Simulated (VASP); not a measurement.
Input of a VASP 6.6.1 run:

The input INCAR:

```
PREC = Accurate ; ENCUT = 600
EDIFF = 1E-6 ; ISMEAR = 0
SIGMA = 0.1 ; LREAL = F
LASPH = T ; NELM = 100
ALGO = Normal ; ISIF = 3
LWAVE = F ; LCHARG = F
GGA = PE ; IBRION = 2
NSW = 90 ; EDIFFG = -0.04
```

KPOINTS

```
Automatic mesh
0
Gamma
  4 4 4
```

POSCAR

```
Ti3Sb4
1.0
   -3.4994836700      3.4994836700      3.4994836700
    3.4994836700     -3.4994836700      3.4994836700
    3.4994836700      3.4994836700     -3.4994836700
Ti Sb
3 4
Direct
    0.0000000000      0.5000000000      0.5000000000
    0.5000000000      0.0000000000      0.5000000000
    0.5000000000      0.5000000000      0.0000000000
    0.5000000000      0.5000000000      0.5000000000
    0.0000000000      0.0000000000      0.5000000000
    0.0000000000      0.5000000000      0.0000000000
    0.5000000000      0.0000000000      0.0000000000
```

Potentials or basis: VASP PAW PBE potentials, release 64 (Ti_sv, Sb).

Launch:

```sh
$ cat potpaw_PBE.64/Ti_sv/POTCAR potpaw_PBE.64/Sb/POTCAR > POTCAR
$ mpirun -np 1 vasp_std > vasp.out
```

(1) What does it give for the band gap on the k mesh?

(2) Estimate the relaxed cell.

Results:

(1) none (metal or under the smearing width).

(2) a = 5.882 Å, b = 5.882 Å, c = 5.882 Å, α = 109.47°, β = 109.47°, γ = 109.47°.
